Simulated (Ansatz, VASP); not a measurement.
## GaGe in VASP and in Ansatz

```
CELL_PARAMETERS angstrom
0.00000 2.89784 2.89784
2.89784 0.00000 2.89784
2.89784 2.89784 0.00000
ATOMIC_POSITIONS crystal
Ge 0.00000 0.00000 0.00000
Ga 0.25000 0.25000 0.25000
```

The cell comes from a database or a generator and needn't be the stable form of this composition.

Alike in both runs: functional RPBE; k mesh 8 × 8 × 8; occupations fermi-dirac, width 0.05 eV; no spin polarisation.

```csv
,VASP,Ansatz
version,VASP 6.6.1,Ansatz 0.2.0
potentials or method,"VASP PAW PBE potentials, release 64 (Ge_d, Ga_d)",Ansatz PAW
plane-wave cutoff (eV),520,420
valence electrons in the cell,27,27
task,single point,band structure
```

```csv
,VASP,Ansatz,Ansatz less VASP
gap on the k mesh at the Fermi level (eV),none,none,-
pressure (GPa),1.9,1.9,-0.01
```

A gap of «none» marks a metal or a gap that the smearing closes. The functional is the same, so the differences come from potentials, cutoffs and numerics.

Caveats: the PAW data sets were made with another functional, which shifts forces and pressure a little (VASP); the PAW data sets come from PBE, with cores solved anew for the run's functional, which leaves a small shift of forces and pressure (Ansatz).
